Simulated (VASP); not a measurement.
Consider the following.

```xyz
5
Lattice="-2.1524 2.1524 5.1470 2.1524 -2.1524 5.1470 2.1524 2.1524 -5.1470" Properties=species:S:1:pos:R:3 pbc="T T T"
Sr     0.0000     0.0000     0.0000
Ge     0.0000     0.0000     6.6106
Ge     0.0000     0.0000     3.6834
Ru     0.0000     2.1524     2.5735
Ru     2.1524     0.0000     2.5735
```

Method: LDA (Ceperley-Alder, Perdew-Zunger), VASP's LDA PAW potentials (set 64) (plane waves; VASP 6.6.1). Run with 300 eV cut-off, 6×6×6 Γ-centred mesh, Gaussian smearing of 0.050 eV, potentials Sr_sv Ge_d Ru_pv.

At this cut-off the stress carries a Pulay error, which pulls relaxed volumes low.

### Question
Give the force on each atom (eV/Å).

### Answer

```json
[
 {"atom": "Sr1", "Fx": "0.000", "Fy": "0.000", "Fz": "0.000"},
 {"atom": "Ge2", "Fx": "0.000", "Fy": "0.000", "Fz": "0.067"},
 {"atom": "Ge3", "Fx": "0.000", "Fy": "0.000", "Fz": "-0.067"},
 {"atom": "Ru4", "Fx": "0.000", "Fy": "0.000", "Fz": "0.000"},
 {"atom": "Ru5", "Fx": "0.000", "Fy": "0.000", "Fz": "0.000"}
]
```

### Question
Give the stress tensor in GPa (positive for a compressed cell).

### Answer

```
-4.63   0.00   0.00
 0.00  -4.63   0.00
 0.00   0.00  -4.57
```
The pressure is its mean diagonal, -4.61 GPa.

The structure comes from a computed database's Ru2SrGe2 entry (I4/mmm); how it stands against other phases isn't given here. The cell was not relaxed at this level. The k-mesh is coarse (spacing up to 0.34 per Å, 2π included), so the numbers may not be converged in it.
